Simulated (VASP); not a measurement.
Input:

```
CELL_PARAMETERS angstrom
     -2.00356     2.00356     2.00356
      2.00356    -2.00356     2.00356
      2.00356     2.00356    -2.00356
ATOMIC_POSITIONS crystal
  Dy 0.00000 0.00000 0.00000
```

Computed with r2SCAN meta-GGA, VASP's PBE PAW potentials (set 64) (plane waves; VASP). Settings: 400 eV cut-off, 12×12×12 Γ-centred mesh, first-order Methfessel-Paxton smearing of 0.10 eV, potentials Dy_3.

The 4f electrons are frozen in the core of the lanthanide potential, so 4f levels, which can set the real gap, and their magnetism are missing.

Q: What does the run give for the energy per atom (σ→0), band gap (on the k-mesh) with the smallest direct gap where there is one?

A: 
```
Item                                                         Value
------------------------  ----------------------------------------
band gap (on the k-mesh)  none (metal, semimetal or under 0.01 eV)
energy per atom (σ→0)                              -31.857 eV/atom
```

Total energies compare only between runs with the same potentials, cut-off and functional.

The structure was generated: Dy was put into the bcc type (Im-3m), which need not be its known phase. It was relaxed first. The start is the result of an earlier pass.
